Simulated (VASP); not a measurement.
Crystal: VMoS3.

```
V Mo S
1.0
     4.72493    0.00000    0.00000
     0.00000    4.72493    0.00000
     0.00000    0.00000    4.72493
V Mo S
1 1 3
Direct
  0.00000 0.00000 0.00000
  0.50000 0.50000 0.50000
  0.00000 0.50000 0.50000
  0.50000 0.00000 0.50000
  0.50000 0.50000 0.00000
```

The cell was built by a generator and needn't be a form met in nature.

- Program: VASP 6.6.1
- Task: relaxation of cell and atoms
- Functional: PBE
- Potentials or basis: VASP PAW PBE potentials, release 64 (V_sv, Mo_sv, S)
- Cutoff: 520 eV
- k mesh: 3 × 3 × 3
- Occupations: gaussian, width 0.15 eV
- Spin: collinear spin, ferromagnetic start
- Starting moments: [2.0, 1.0, 0.0, 0.0, 0.0] μB

At the start: pressure -1.8 GPa; volume 21.10 Å³/atom.

Where does the relaxation end?

Over 4 steps the energy falls by 6.3 meV/atom and the volume is 20.69 Å³/atom (-1.9 %); space group Pm-3m (No. 221, to 0.05 Å); moment 4.33 μB per cell.

The path:
```
step  energy change (eV)  largest force (eV/Å)  pressure (GPa)  volume (Å³)
   1              0.0000                0.0000           -1.80       105.48
   2             -0.0263                0.0000            1.32       101.92
   3             -0.0299                0.0000            0.84       102.51
   4             -0.0314                0.0000            0.06       103.43
```

Final structure:
```yaml
crystal:
  lattice:
    - [4.69412, 0.00000, 0.00000]
    - [0.00000, 4.69412, 0.00000]
    - [0.00000, 0.00000, 4.69412]
  atoms:
    - { symbol: V, position: [0.00000, 0.00000, 0.00000] }
    - { symbol: Mo, position: [0.50000, 0.50000, 0.50000] }
    - { symbol: S, position: [0.00000, 0.50000, 0.50000] }
    - { symbol: S, position: [0.50000, 0.00000, 0.50000] }
    - { symbol: S, position: [0.50000, 0.50000, 0.00000] }
```

Caveat: the k mesh is coarse (spacing up to 0.44 Å⁻¹), so the values aren't converged; the relaxation stopped at a loose force limit of 0.08 eV/Å, so its end isn't a converged minimum.
